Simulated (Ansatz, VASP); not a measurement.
# K18Si29O67 (glassy 76SiO2-24K2O (mol %)): VASP beside Ansatz

Aim: how closely do two programs agree when they are given the same cell, functional and k mesh? Of the first pair: The structure shown is the start of the Ansatz relaxation below; VASP solves that cell, so the two are compared at the walk's first step.

Calculated with Ansatz 0.2.0; plane waves, with VASP 6.6.1 beside it; single point at PBE.

### Step 1. Starting point

The cell holds 114 atoms: 29 Si, 18 K and 67 O. Its edges and angles: a = 12.039 Å, b = 12.039 Å, c = 12.039 Å, α = 90.0°, β = 90.0°, γ = 90.0°. As first built, before any earlier steps moved the atoms (in the runner's words): 114 atoms (29 Si, 18 K, 67 O) placed at random at 2.38 g/cm^3, melted at 4000 K for 10 ps at fixed volume with the Morse and Coulomb pair potential with partial charges (Pedone, Malavasi, Menziani, Cormack and Segre, J. Phys. Chem. B 110, 11780 (2006)). Quenched from 4000 K to 300 K at 25 K/ps and fixed volume, held 10 ps at zero pressure, then minimised at fixed cell.

### Step 2. Ansatz: relaxation, PBE

Ansatz runs on its default PAW (the set named soft_2) files.

The two programs are compared at the cell with which this relaxation starts, whose forces are those of its first step.

input.yaml reads:

```yaml
crystal:
  lattice:
    - [12.03907, 0.0, 0.0]
    - [0.0, 12.03907, 0.0]
    - [0.0, 0.0, 12.03907]
  atoms:
    - { symbol: Si, position: [0.29359, 0.8374, 0.37525] }
    - { symbol: Si, position: [0.54247, 0.58247, 0.57865] }
    - { symbol: Si, position: [0.48761, 0.00279, 0.43614] }
    - { symbol: Si, position: [0.01144, 0.5813, 0.31033] }
    - { symbol: Si, position: [0.20762, 0.27283, 0.52896] }
    - { symbol: Si, position: [0.07024, 0.61009, 0.569] }
    - { symbol: Si, position: [0.16185, 0.05936, 0.6733] }
    - { symbol: Si, position: [0.66567, 0.54973, 0.81104] }
    - { symbol: Si, position: [0.1802, 0.60256, 0.12275] }
    - { symbol: Si, position: [0.86269, 0.36961, 0.34321] }
    - { symbol: Si, position: [0.97873, 0.51248, 0.98126] }
    - { symbol: Si, position: [0.5142, 0.98062, 0.17421] }
    - { symbol: Si, position: [0.66544, 0.03069, 0.96499] }
    - { symbol: Si, position: [0.2991, 0.48851, 0.63753] }
    - { symbol: Si, position: [0.16023, 0.86343, 0.15004] }
    - { symbol: Si, position: [0.83455, 0.87581, 0.42416] }
    - { symbol: Si, position: [0.37674, 0.96621, 0.79791] }
    - { symbol: Si, position: [0.30302, 0.04888, 0.03953] }
    - { symbol: Si, position: [0.60406, 0.42641, 0.38304] }
    - { symbol: Si, position: [0.51884, 0.16638, 0.78728] }
    - { symbol: Si, position: [0.63338, 0.82996, 0.58229] }
    - { symbol: Si, position: [0.68061, 0.80575, 0.83932] }
    - { symbol: Si, position: [0.57374, 0.21659, 0.54064] }
    - { symbol: Si, position: [0.83016, 0.74282, 0.20493] }
    - { symbol: Si, position: [0.91628, 0.48052, 0.74146] }
    - { symbol: Si, position: [0.94873, 0.30161, 0.5737] }
    - { symbol: Si, position: [0.80351, 0.09349, 0.53845] }
    - { symbol: Si, position: [0.90626, 0.76963, 0.96499] }
    - { symbol: Si, position: [0.07596, 0.85348, 0.52977] }
    - { symbol: K, position: [0.1816, 0.69749, 0.84561] }
[... 78 atom lines left out ...]
    - { symbol: O, position: [0.48993, 0.12481, 0.48723] }
    - { symbol: O, position: [0.81974, 0.0099, 0.43368] }
    - { symbol: O, position: [0.72941, 0.39691, 0.33799] }
    - { symbol: O, position: [0.69758, 0.1692, 0.51035] }
    - { symbol: O, position: [0.59771, 0.53196, 0.46631] }
    - { symbol: O, position: [0.94166, 0.46811, 0.29957] }
kpoints:
  mp_grid: { grid: [1, 1, 1] }
hamiltonian:
  xc: pbe
scf:
  occupations: { method: gaussian, width: 0.025 }
output:
  forces: true
relax:
  f_tol: 0.05
  max_steps: 150
  cell: {}
```

On the command line:

```sh
> ansatz run input.yaml --threads 4 --pin off --max-ram 8192MiB --backend cpu --events-out ev --progress --plain --runs-dir out
```

Numbers of over 12 decimals in the logs are rounded to 6 here.

Output:

```text
Engine: ansatz 0.2.0, x86_64-unknown-linux-gnu
Pseudopotentials: kind: paw
Pseudopotential: Si, paw, valence charge 4, recommended cutoff 420 eV (normal), Si.paw.azcp
Pseudopotential: K, paw, valence charge 9, recommended cutoff 420 eV (normal), K.paw.azcp
Pseudopotential: O, paw, valence charge 6, recommended cutoff 420 eV (normal), O.paw.azcp
Functional definition: PBE
  parameter kappa = 0.804
  parameter beta = 0.066725
  exchange = pbe_x(kappa = kappa, mu = beta*pi^2/3)
  correlation = pbe_c(beta = beta)
Crystal: 114 atoms, lattice volume = 1744.933 Å³
Basis set: ecut = 420 eV, 34049 PW (Γ), exchange–correlation on 162×162×162 points (8 copies of the dense FFT grid, shifted against one another)
Bands: 454, of which v1, the nominal top of the filled ones, is band 340 counted from 1 (339 counted from 0)
Symmetry: 1 space group operations
Space group: P1 (ITA 1), of the structure as read, at distance tolerance 1.2e-4 Å
k-points: 1
Non-local potential: Si, projectors of the file, l = 0: 2, l = 1: 2, l = 2: 2
Non-local potential: K, projectors of the file, l = 0: 3, l = 1: 2, l = 2: 2
Non-local potential: O, projectors of the file, l = 0: 2, l = 1: 2, l = 2: 1
PAW form: soft (Blöchl's): semilocal exchange-correlation on the pseudo side does not see the compensation charge
PAW one-centre angular grid: Si, 110 points (default); XC on 64 Gauss nodes
PAW one-centre angular grid: K, 110 points (default); XC on 64 Gauss nodes
PAW one-centre angular grid: O, 110 points (default); XC on 64 Gauss nodes
Initial density: superposition of atomic densities (neutral atoms: chi_scale 0, normalization atom), corrected by the library's trained network
Initial wavefunctions: pseudopotential atomic-orbital guess
Functional: x = pbe(κ = 0.804, μ = 0.219515), c = pbe(β = 0.066725)
SCF iter   1: F=—  HF=-84252.713895 eV  |F-HF|=—  |Δ(HF+E_count)|=         —  Δρ=1.84e-3  dr2=9.98e-2  ethr=1.77e-3  ⟨swp⟩=6.0  Hψ=2112  notcnv=0  defer=100
preconditioner: auto → Resta (q_TF=auto, 2.332 Å⁻¹)  ε∞=3.0  [insulator: Δε(μ)=3.012 eV  Ē_g=15.809 eV  σ=0.025 eV  W_gap=1.00  n_scr=364 (ndim 8)  ℏωp=22.6 eV  f_vac=0.149  D(μ)=0.00/eV (n_scr^D=0)  ε∞_Penn≈3.0]
SCF iter   2: F=—  HF=-84252.711096 eV  |F-HF|=—  |Δ(HF+E_count)|=   2.80e-3  Δρ=9.34e-4  dr2=2.58e-2  ethr=1.47e-5  ⟨swp⟩=2.0  Hψ=787  notcnv=0  defer=109
SCF iter   3: F=—  HF=-84252.712216 eV  |F-HF|=—  |Δ(HF+E_count)|=   1.12e-3  Δρ=5.17e-4  dr2=6.88e-3  ethr=3.80e-6  ⟨swp⟩=2.0  Hψ=624  notcnv=0  defer=109
SCF iter   4: F=—  HF=-84252.711382 eV  |F-HF|=—  |Δ(HF+E_count)|=   8.34e-4  Δρ=1.72e-4  dr2=7.13e-4  ethr=1.01e-6  ⟨swp⟩=2.0  Hψ=624  notcnv=0  defer=109
SCF iter   5: F=—  HF=-84252.711450 eV  |F-HF|=—  |Δ(HF+E_count)|=   6.84e-5  Δρ=9.20e-5  dr2=1.42e-4  ethr=1.05e-7  ⟨swp⟩=2.0  Hψ=621  notcnv=0  defer=109
SCF iter   6: F=—  HF=-84252.711454 eV  |F-HF|=—  |Δ(HF+E_count)|=   3.54e-6  Δρ=2.98e-5  dr2=1.46e-5  ethr=2.09e-8  ⟨swp⟩=2.0  Hψ=649  notcnv=0  defer=109
SCF iter   7: F=—  HF=-84252.715641 eV  |F-HF|=—  |Δ(HF+E_count)|=   4.19e-3  Δρ=1.11e-5  dr2=1.95e-6  ethr=2.15e-9  ⟨swp⟩=2.0  Hψ=794  notcnv=0  defer=109
SCF iter   8: F=—  HF=-84252.715643 eV  |F-HF|=—  |Δ(HF+E_count)|=   1.76e-6  Δρ=6.62e-6  dr2=6.50e-7  ethr=2.87e-10  ⟨swp⟩=2.0  Hψ=663  notcnv=0  defer=109
SCF iter   9: F=-84252.715643 eV  HF=-84252.715643 eV  |F-HF|=1.00e-8  |Δ(HF+E_count)|=   5.77e-8  Δρ=1.85e-6  dr2=5.59e-8  ethr=1.47e-11  ⟨swp⟩=3.0  Hψ=1434  notcnv=0
SCF 1 converged in 9 iterations: F = -84252.715643 eV  dr2 = 5.59e-8
  greatest PAW one-centre occupation: 0.988 electrons in one spin orbital (limit 2), on the K atom at site 32 (counted from 0), in its partial waves of l = 0
relax step   1: F+E_penalty+E_count = -84252.71564303 eV  Δ(F+E_penalty+E_count) = +0.000e0 eV  max|allowed force component| = 2.732e0 eV/Å  Δτ_max = 0.0000 Å  P = +5.396 GPa  Ω = 1744.933 Å³  (9 SCF iters, dr2 threshold 1.00e-7 eV, accepted)
Crystal: 114 atoms, lattice volume = 1756.303 Å³
Basis set: ecut = 420 eV, 34355 PW (Γ), exchange–correlation on 162×162×162 points (8 copies of the dense FFT grid, shifted against one another)
Initial density: handed on by an earlier stage of this run
Initial wavefunctions: those handed on with the density
iter 1 solved again at ethr=3.73e-4 eV; its pass at ethr=3.10e-3 eV (dr2=2.54e0 eV) is discarded
SCF iter   1: F=—  HF=-84256.971358 eV  |F-HF|=—  |Δ(HF+E_count)|=         —  Δρ=1.01e-2  dr2=2.54e0  ethr=3.73e-4  ⟨swp⟩=7.0  Hψ=2231  notcnv=0
preconditioner: auto → Resta (q_TF=auto, 2.329 Å⁻¹)  ε∞=3.0  [insulator: Δε(μ)=3.291 eV  Ē_g=15.824 eV  σ=0.025 eV  W_gap=1.00  n_scr=378 (ndim 8)  ℏωp=22.5 eV  f_vac=0.152  D(μ)=0.00/eV (n_scr^D=0)  ε∞_Penn≈3.0]
SCF iter   2: F=—  HF=-84256.182900 eV  |F-HF|=—  |Δ(HF+E_count)|=   7.88e-1  Δρ=3.90e-3  dr2=3.77e-1  ethr=3.73e-4  ⟨swp⟩=4.0  Hψ=917  notcnv=0
[...]
- { symbol: Si, position: [0.654581, 0.569170, 0.813931] }
    - { symbol: Si, position: [0.178706, 0.604625, 0.118761] }
    - { symbol: Si, position: [0.851001, 0.367720, 0.347582] }
    - { symbol: Si, position: [0.984466, 0.515900, 0.965847] }
    - { symbol: Si, position: [0.521587, 0.970889, 0.164177] }
    - { symbol: Si, position: [0.677578, 0.031038, 0.968012] }
    - { symbol: Si, position: [0.292282, 0.498000, 0.644025] }
    - { symbol: Si, position: [0.168731, 0.871239, 0.164041] }
    - { symbol: Si, position: [0.851778, 0.873898, 0.427024] }
    - { symbol: Si, position: [0.345355, 0.977129, 0.808633] }
    - { symbol: Si, position: [0.296608, 0.050500, 0.055113] }
    - { symbol: Si, position: [0.592320, 0.407255, 0.400698] }
    - { symbol: Si, position: [0.520014, 0.148085, 0.800131] }
    - { symbol: Si, position: [0.653608, 0.824816, 0.581606] }
    - { symbol: Si, position: [0.681694, 0.812316, 0.840350] }
    - { symbol: Si, position: [0.589705, 0.194247, 0.548224] }
    - { symbol: Si, position: [0.827025, 0.733452, 0.210444] }
    - { symbol: Si, position: [0.905214, 0.504560, 0.732297] }
    - { symbol: Si, position: [0.940694, 0.320505, 0.573908] }
    - { symbol: Si, position: [0.819117, 0.094682, 0.549783] }
    - { symbol: Si, position: [0.898876, 0.753281, 0.972906] }
    - { symbol: Si, position: [0.089526, 0.848165, 0.517234] }
    - { symbol: K, position: [0.172016, 0.693493, 0.840403] }
    - { symbol: K, position: [0.863886, 0.00943875, 0.173970] }
    - { symbol: K, position: [0.501575, 0.585129, 0.178106] }
    - { symbol: K, position: [0.930642, 0.892343, 0.737729] }
    - { symbol: K, position: [0.894009, 0.174134, 0.821414] }
    - { symbol: K, position: [0.073740, 0.091277, 0.357653] }
    - { symbol: K, position: [0.299380, 0.508662, 0.363413] }
    - { symbol: K, position: [0.413489, 0.442153, 0.931551] }
    - { symbol: K, position: [0.675767, 0.185815, 0.262635] }
    - { symbol: K, position: [0.403042, 0.762598, 0.998040] }
    - { symbol: K, position: [0.691199, 0.324134, 0.813889] }
    - { symbol: K, position: [0.589798, 0.753876, 0.335131] }
    - { symbol: K, position: [0.068504, 0.313932, 0.163075] }
    - { symbol: K, position: [0.360933, 0.218840, 0.276583] }
    - { symbol: K, position: [0.238606, 0.264358, 0.824852] }
    - { symbol: K, position: [0.756891, 0.470356, 0.099802] }
    - { symbol: K, position: [0.053825, 0.00975927, 0.970886] }
    - { symbol: K, position: [0.357222, 0.786768, 0.618842] }
    - { symbol: O, position: [0.804831, 0.782338, 0.877579] }
    - { symbol: O, position: [0.980316, 0.841526, 0.440363] }
    - { symbol: O, position: [0.071614, 0.345140, 0.578696] }
    - { symbol: O, position: [0.265873, 1.005037, 0.702216] }
    - { symbol: O, position: [0.887647, 0.371672, 0.693370] }
    - { symbol: O, position: [0.625959, 0.494476, 0.915928] }
    - { symbol: O, position: [0.203195, 0.818487, 0.455555] }
    - { symbol: O, position: [0.290513, 0.501748, 0.774165] }
    - { symbol: O, position: [0.261115, 0.887180, 0.263165] }
    - { symbol: O, position: [0.226034, 0.151959, 0.101320] }
    - { symbol: O, position: [0.897191, 0.617802, 0.992166] }
    - { symbol: O, position: [0.516042, 0.841992, 0.153439] }
    - { symbol: O, position: [0.193173, 0.282042, 0.396345] }
    - { symbol: O, position: [0.00924157, 0.804678, 0.925769] }
    - { symbol: O, position: [0.959263, 0.567585, 0.627229] }
    - { symbol: O, position: [0.342284, 0.847745, 0.822313] }
    - { symbol: O, position: [0.679208, 0.850794, 0.710547] }
    - { symbol: O, position: [0.502544, 0.397895, 0.305708] }
    - { symbol: O, position: [0.630843, 0.909079, 0.918983] }
    - { symbol: O, position: [0.106988, 0.556688, 0.010585] }
    - { symbol: O, position: [0.404002, 0.562698, 0.587347] }
    - { symbol: O, position: [0.465480, 0.027741, 0.767375] }
    - { symbol: O, position: [0.772658, 0.808393, 0.516917] }
    - { symbol: O, position: [0.724460, 0.652474, 0.207992] }
[...]
- { symbol: O, position: [0.621273, 0.125625, 0.890309] }
    - { symbol: O, position: [0.116533, 0.549267, 0.230470] }
    - { symbol: O, position: [0.496388, 0.112419, 0.488708] }
    - { symbol: O, position: [0.848302, 0.00823503, 0.441805] }
    - { symbol: O, position: [0.716348, 0.392895, 0.341488] }
    - { symbol: O, position: [0.710445, 0.157351, 0.500171] }
    - { symbol: O, position: [0.591198, 0.527027, 0.471226] }
    - { symbol: O, position: [0.921155, 0.469751, 0.289633] }
```

### Step 3. VASP: single point, PBE, start cell, pair 1

The same cell, functional, mesh and smearing now go to VASP, with its own data sets.

Lines of VASP's logs that name or quote its potential files are left out, and so is its time.

INCAR reads:

```
SYSTEM = K18Si29O67
PREC = Accurate
ENCUT = 520
EDIFF = 1E-06
NELM = 120
ISMEAR = 0
SIGMA = 0.025
LREAL = Auto
ALGO = Normal
GGA = PE
NBANDS = 432
LORBIT = 11
LWAVE = .FALSE.
LCHARG = .FALSE.
ISIF = 2
LASPH = .TRUE.
GGA_COMPAT = .FALSE.
EFERMI = MIDGAP
NCORE = 4
```

POSCAR reads:

```
K18Si29O67
1.0
   12.0390700000      0.0000000000      0.0000000000
    0.0000000000     12.0390700000      0.0000000000
    0.0000000000      0.0000000000     12.0390700000
Si K O
29 18 67
Direct
    0.2935941065      0.8373985698      0.3752532380
    0.5424671507      0.5824702406      0.5786493475
    0.4876124152      0.0027909133      0.4361383396
    0.0114377606      0.5812990538      0.3103312797
    0.2076240108      0.2728283829      0.5289611241
    0.0702379835      0.6100886530      0.5689974392
    0.1618480497      0.0593567443      0.6732995157
    0.6656660357      0.5497268477      0.8110427134
    0.1801966431      0.6025631548      0.1227503453
    0.8626912212      0.3696132675      0.3432075733
    0.9787300846      0.5124814458      0.9812635029
    0.5142008477      0.9806239186      0.1742078084
    0.6654417659      0.0306917395      0.9649914819
    0.2991011764      0.4885094945      0.6375326333
    0.1602283233      0.8634304809      0.1500365061
    0.8345495125      0.8758068522      0.4241606702
    0.3767400638      0.9662125064      0.7979104698
    0.3030217450      0.0488825134      0.0395296314
    0.6040582869      0.4264116747      0.3830362312
    0.5188440635      0.1663832838      0.7872784193
    0.6333794886      0.8299561345      0.5822875023
    0.6806090504      0.8057516071      0.8393173227
    0.5737403304      0.2165864971      0.5406397670
    0.8301637917      0.7428231583      0.2049327730
    0.9162834006      0.4805188441      0.7414609268
    0.9487277672      0.3016096758      0.5736987990
    0.8035089089      0.0934872876      0.5384469066
    0.9062577093      0.7696275543      0.9649914819
    0.0759610169      0.8534795462      0.5297668341
    0.1816004060      0.6974874305      0.8456134901
[... 78 atom lines left out ...]
    0.4899298700      0.1248103051      0.4872303259
    0.8197393985      0.0099010970      0.4336796779
    0.7294085008      0.3969077346      0.3379912236
    0.6975787997      0.1691991159      0.5103467294
    0.5977122818      0.5319596946      0.4663067828
    0.9416591149      0.4681092476      0.2995663286
```

KPOINTS reads:

```
Automatic mesh
0
Gamma
1 1 1
0 0 0
```

PAW data sets: Si, K_sv and O (PBE family, release 64).

On the command line:

```sh
> mpirun -np 16 vasp_gam
```

Output:

```text
[banner, memory and clock lines left out]
running   16 mpi-ranks, on    1 nodes
[...]
LDA part: xc-table for (Slater+PW92), standard interpolation
 POSCAR, INCAR and KPOINTS ok, starting setup
[...]
entering main loop
       N       E                     dE             d eps       ncg     rms          rms(c)
DAV:   1     0.713498315085E+04    0.71350E+04   -0.39461E+05   864   0.156E+03
DAV:   2    -0.228949255706E+03   -0.73639E+04   -0.70919E+04  1072   0.426E+02
DAV:   3    -0.893606650952E+03   -0.66466E+03   -0.66060E+03  1064   0.132E+02
DAV:   4    -0.918594800224E+03   -0.24988E+02   -0.24893E+02  1088   0.250E+01
[...]
DAV:  19    -0.791008411344E+03    0.31375E-05   -0.94120E-06   984   0.999E-03    0.131E-02
DAV:  20    -0.791008410956E+03    0.38792E-06   -0.12848E-05  1016   0.883E-03    0.547E-03
DAV:  21    -0.791008410935E+03    0.20984E-07   -0.44761E-06   992   0.386E-03
   1 F= -.79100841E+03 E0= -.79100841E+03  d E =0.000000E+00
```

Parts of OUTCAR (step 3):

```text
  Total       60.5150395     61.1857253     59.8942903     -2.7133664     -4.5901533     -0.7526326
  in kB       55.5642024     56.1800183     54.9942378     -2.4913814     -4.2146251     -0.6910584
  external PRESSURE =      55.5794861 kB  Pullay stress =       0.0000000 kB

  FREE ENERGIE OF THE ION-ELECTRON SYSTEM (eV)
  ---------------------------------------------------
  free  energy   TOTEN  =      -791.0084109349 eV

  energy  without entropy=     -791.0084109349  energy(sigma->0) =     -791.00841093

[... 3 further parts left out ...]
[key lines of the parts left out:]
E-fermi :   3.1439
```

The run ends at a pressure of 5.56 GPa, with forces up to 3.0 eV/Å.

### Step 4. Comparison

Known differences besides the potentials themselves: the cutoff is 420 eV in Ansatz and 520 eV in VASP (PREC = Accurate, projectors in real space). Total energies have different zeros and are not compared.

Forces on 8 of the 114 atoms, those with the largest forces and the largest differences (eV/Å; atoms numbered as in POSCAR):

| atom | Ansatz x, y, z | VASP x, y, z |
| --- | --- | --- |
| O53 | -0.988, -1.406, 1.860 | -1.013, -1.472, 1.927 |
| O55 | 0.181, 0.199, 2.535 | 0.165, 0.217, 2.649 |
| O57 | -1.360, 2.388, 0.326 | -1.409, 2.470, 0.334 |
| O59 | 0.091, -2.732, -0.304 | 0.086, -2.838, -0.312 |
| O75 | -1.090, -2.158, 1.132 | -1.140, -2.225, 1.182 |
| O90 | -1.374, 2.132, 1.302 | -1.459, 2.193, 1.351 |
| O96 | -0.006, -1.193, 2.161 | -0.042, -1.264, 2.259 |
| O104 | 2.675, -1.071, -0.297 | 2.755, -1.094, -0.309 |

The forces differ by 32 meV/Å r.m.s., which is 3.7 % of the r.m.s. force of 0.867 eV/Å (both taken over all components).

### Step 5. Ansatz: relaxation, PBE

This run makes the geometry at which the two programs are then compared. The cell compared in this pair holds 1783.99 Å³, against 1744.93 Å³ for the pair before.

The structure compared here is the end of the Ansatz relaxation.

input.yaml is that of step 2.

On the command line:

```sh
> ansatz run input.yaml --threads 4 --pin off --max-ram 8192MiB --backend cpu --events-out ev --progress --plain --runs-dir out
```

Output:

```text
[...]
Crystal: 114 atoms, lattice volume = 1744.933 Å³
Basis set: ecut = 420 eV, 34049 PW (Γ), exchange–correlation on 162×162×162 points (8 copies of the dense FFT grid, shifted against one another)
Bands: 454, of which v1, the nominal top of the filled ones, is band 340 counted from 1 (339 counted from 0)
Symmetry: 1 space group operations
[...]
k-points: 1
[...]
- { symbol: O, position: [0.980316, 0.841526, 0.440363] }
    - { symbol: O, position: [0.071614, 0.345140, 0.578696] }
    - { symbol: O, position: [0.265873, 1.005037, 0.702216] }
    - { symbol: O, position: [0.887647, 0.371672, 0.693370] }
    - { symbol: O, position: [0.625959, 0.494476, 0.915928] }
    - { symbol: O, position: [0.203195, 0.818487, 0.455555] }
    - { symbol: O, position: [0.290513, 0.501748, 0.774165] }
[...]
- { symbol: O, position: [0.716348, 0.392895, 0.341488] }
    - { symbol: O, position: [0.710445, 0.157351, 0.500171] }
    - { symbol: O, position: [0.591198, 0.527027, 0.471226] }
    - { symbol: O, position: [0.921155, 0.469751, 0.289633] }
```

[end of part 1 of 2]

[Lines on the potential files, build, host, timing and source positions are cut from VASP's logs without a mark.]

[Logs are printed without paths, hosts, clocks, repeated set-up lines and the standing remarks that a program may print on its own settings, such as how far it seeks lower states.]

[Hosts, paths, dates, database ids (printed as entryN), source tags and the programs' standing remarks are cut or masked in the printed files.]
